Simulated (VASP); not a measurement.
Consider the following.

```
Ti
1.0
    1.44487    -2.50259     0.00000
    1.44487     2.50259     0.00000
    0.00000     0.00000     4.58500
Ti
2
Cartesian
  1.44487   0.83420   1.14625
  1.44487  -0.83420   3.43875
```

The numbers are results of PBEsol GGA, VASP's PBE PAW potentials (set 64) (plane waves; VASP), not measurements. Settings: 400 eV cut-off, 13×13×7 Γ-centred mesh, first-order Methfessel-Paxton smearing of 0.10 eV, potentials Ti_sv.

Question: Estimate the energy per atom (σ→0), band gap (on the k-mesh) with the smallest direct gap where there is one.

Answer: 
```yaml
band gap (on the k-mesh): none (metal, semimetal or under 0.01 eV)
energy per atom (σ→0): -8.331 eV/atom
```

The absolute energy has meaning only against runs of the same code, potentials and settings.

The compound is Ti in the hcp structure. It was relaxed first, which changed the volume by -6 %. The start is the result of an earlier pass.
